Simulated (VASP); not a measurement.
Cs3Pt in VASP: convergence with k mesh

Input of the first run (k mesh 1 × 1 × 1); the others differ in this setting and in those tied to it:

INCAR

```
ALGO     = Normal         # electronic algorithm
EDIFF    = 1E-7           # SCF threshold, eV
ENCUT    = 520            # plane-wave cutoff, eV
ISIF     = 2              # what is computed and relaxed
ISMEAR   = 1              # smearing method
LASPH    = T              # aspherical terms in the spheres
LCHARG   = F              # write CHGCAR
LMIXTAU  = T            
LREAL    = F              # projectors in reciprocal space
LWAVE    = F              # write WAVECAR
METAGGA  = R2SCAN         # meta-GGA
NELM     = 60             # most SCF steps
PREC     = Accurate       # precision mode
SIGMA    = 0.1            # smearing width, eV
```

KPOINTS

```
k-points
0
Gamma
  1 1 1
```

File POSCAR:

```
Cs3Pt
1.0
    5.7776530000      0.0000000000      0.0000000000
    0.0000000000      5.7776530000      0.0000000000
    0.0000000000      0.0000000000      5.7776530000
Pt Cs
1 3
Direct
    0.5000000000      0.5000000000      0.5000000000
    0.5000000000      0.0000000000      0.0000000000
    0.0000000000      0.5000000000      0.0000000000
    0.0000000000      0.0000000000      0.5000000000
```

Potentials or basis: VASP PAW PBE potentials, release 64 (Pt, Cs_sv).

Launch:

```console
$ cat potpaw_PBE.64/Pt/POTCAR potpaw_PBE.64/Cs_sv/POTCAR > POTCAR
$ mpirun -np 1 vasp_std > vasp.out
```

The cell comes from a database or a generator and needn't be the stable form of this composition.

Hardware: 1 thread of AMD EPYC 7R43 64-Core Processor (Zen 3) (shared host).

Question: The values tried are 1 × 1 × 1, 2 × 2 × 2, 3 × 3 × 3, 4 × 4 × 4, 5 × 5 × 5, 7 × 7 × 7, 8 × 8 × 8, loosest first. From which on does the pressure stay within 0.1 GPa of the tightest run that finished?

Answer: From 5 × 5 × 5 on.

| k mesh | energy less the tightest run, at zero smearing (meV/atom) | pressure (GPa) | SCF cycles | CPU time (s) | peak memory (GiB) |
| --- | --- | --- | --- | --- | --- |
| 1 × 1 × 1 | -747.15 | -4.04 | 31 | 120 | 0.29 |
| 2 × 2 × 2 | -27.82 | -0.62 | 28 | 260 | 0.3 |
| 3 × 3 × 3 | 26.04 | -0.56 | 26 | 250 | 0.31 |
| 4 × 4 × 4 | -4.91 | -0.95 | 23 | 420 | 0.3 |
| 5 × 5 × 5 | 2.57 | -0.70 | 25 | 430 | 0.32 |
| 7 × 7 × 7 | -2.26 | -0.81 | 26 | 690 | 0.36 |
| 8 × 8 × 8 | 0.00 | -0.79 | 26 | 1300 | 0.4 |

Not settled before the last step: the energy (to 1 meV/atom). Meshes of other sizes hit other points, so gaps and Fermi surfaces needn't settle smoothly. The tightest run that finished is the yardstick and may itself not be fully converged.

Caveat, for the tightest run too: the PAW data sets were made with another functional, which shifts forces and pressure a little. Spin-orbit coupling is left out, which matters for the levels of Cs, Pt.
